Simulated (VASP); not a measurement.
An input for Quantum ESPRESSO's pw.x (written as the equivalent of a VASP run, and not itself run):

```
&CONTROL
  calculation = 'scf'
  pseudo_dir = './pseudo'
  outdir = './out'
  tprnfor = .true.
  tstress = .true.
/
&SYSTEM
  ibrav = 0
  nat = 1
  ntyp = 1
  ecutwfc = 68
  occupations = 'smearing'
  smearing = 'methfessel-paxton'
  degauss = 0.00735
  input_dft = 'pw91'
/
&ELECTRONS
  conv_thr = 7.3e-09
  electron_maxstep = 100
/
ATOMIC_SPECIES
  Ca 40.078 Ca.upf
CELL_PARAMETERS angstrom
     0.0000000    2.8111157    2.8111157
     2.8111157    0.0000000    2.8111157
     2.8111157    2.8111157    0.0000000
ATOMIC_POSITIONS crystal
  Ca   0.0000000  0.0000000  0.0000000
K_POINTS automatic
  11 11 11 0 0 0
```

Task: Translate this input to VASP (INCAR, KPOINTS, POSCAR, choice of POTCAR).

Result: Several could match; the one computed here: 
### KPOINTS
```
Automatic mesh
0
Gamma
11 11 11
0 0 0
```

INCAR:
```
SYSTEM = Ca
PREC = Accurate
ENCUT = 520
EDIFF = 1E-7
NELM = 100
ALGO = Normal
LREAL = .FALSE.
LASPH = .TRUE.
ISMEAR = 1
SIGMA = 0.1
GGA = 91
LWAVE = .FALSE.
LCHARG = .FALSE.
ISIF = 2
```

### POSCAR
```
Ca
1
    0.0000000000     2.8111157284     2.8111157284
    2.8111157284     0.0000000000     2.8111157284
    2.8111157284     2.8111157284     0.0000000000
Ca
1
Direct
  0.0000000000   0.0000000000   0.0000000000
```

POTCAR, in this order: Ca_sv (PBE.64 set). Program: vasp_std.

The two are equivalent in intent, not identical: the potentials are each code's own (VASP's PAW set, PseudoDojo norm-conserving files in pw.x), so ENCUT and ecutwfc are chosen apart and not converted; conv_thr bounds pw.x's estimated SCF error, while EDIFF bounds the energy change between steps.

The compound is Ca in the fcc structure. This cell is one point of a volume scan, at 1.06 of the reference volume.
